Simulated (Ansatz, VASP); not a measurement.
Two plane-wave programs on K2B2P

```
CELL_PARAMETERS angstrom
5.36373 0.00000 0.00000
-2.68186 4.64512 0.00000
0.00000 0.00000 5.08407
ATOMIC_POSITIONS crystal
K 0.33333 0.66667 0.28116
K 0.66667 0.33333 0.71884
B 0.00000 0.00000 0.34968
B 0.00000 0.00000 0.65032
P 0.00000 0.00000 0.00000
```

Change from the starting cell: species swapped into the Rb2PtC2 type (P-3m1, No. 164).

Alike in both runs: functional PBE; k mesh 6 × 6 × 6; occupations gaussian, width 0.02 eV; no spin polarisation.

Ansatz relaxed the structure, and its values are those at the end. VASP's run is a single point on that final structure, the one shown.

|  | VASP | Ansatz |
| --- | --- | --- |
| version | VASP 6.6.1 | Ansatz 0.2.0 |
| potentials or method | VASP PAW PBE potentials, release 64 (K_sv, B, P) | scalar-relativistic, plane waves, PAW |
| plane-wave cutoff (eV) | 520 | 420 |
| valence electrons in the cell | 29 | 29 |

|  | VASP | Ansatz | Ansatz less VASP |
| --- | --- | --- | --- |
| gap on the k mesh at the Fermi level (eV) | none | none | - |
| pressure (GPa) | 0.0 | 0.0 | +0.02 |
| rms of the force components (eV/Å) | 0.007 | 0.001 | -0.0061 |

A gap of «none» marks a metal or a gap that the smearing closes.
